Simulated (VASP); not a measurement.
OSZICAR of a VASP run on Hf (space group Fm-3m):

**OSZICAR**
```
       N       E                     dE             d eps       ncg     rms          rms(c)
DAV:   1     0.286636021228E+01    0.28664E+01   -0.52888E+03  1544   0.843E+02
DAV:   2    -0.107458853544E+02   -0.13612E+02   -0.13232E+02  2335   0.113E+02
DAV:   3    -0.109568264029E+02   -0.21094E+00   -0.20904E+00  1802   0.104E+01
DAV:   4    -0.109578733020E+02   -0.10469E-02   -0.10456E-02  1944   0.783E-01
DAV:   5    -0.109578789615E+02   -0.56595E-05   -0.56593E-05  1770   0.394E-02    0.476E+01
DAV:   6    -0.107176156953E+02    0.24026E+00   -0.22492E-01  1603   0.384E+00    0.285E+01
DAV:   7    -0.106330749979E+02    0.84541E-01   -0.33701E-01  1595   0.453E+00    0.136E+00
DAV:   8    -0.106285151275E+02    0.45599E-02   -0.19650E-02  1586   0.122E+00    0.287E-01
DAV:   9    -0.106285216586E+02   -0.65311E-05   -0.21571E-04  1649   0.158E-01    0.569E-02
DAV:  10    -0.106285219032E+02   -0.24456E-06   -0.19690E-05  1728   0.369E-02    0.618E-02
DAV:  11    -0.106285212400E+02    0.66316E-06   -0.16440E-06  1178   0.118E-02
   1 F= -.10628521E+02 E0= -.10628321E+02  d E =-.106285E+02
```

Which electronic solver shows in the log?

It is blocked Davidson (ALGO = Normal, or the opening steps of other solvers). The INCAR had ALGO = Normal.

Can the final energy be trusted as converged?

Self-consistency was reached. It stopped with EDIFF = 1E-6, NELM = 100, NSW = 60 and EDIFFG = -0.01 after 1 ionic step (LDA (Ceperley-Alder, Perdew-Zunger), plane waves, VASP's LDA PAW potentials (set 64)).

The structure comes from a computed database's Hf entry (Fm-3m); how it stands against other phases isn't given here. It was relaxed first, which changed the volume by -7 %. The start is the result of an earlier pass.
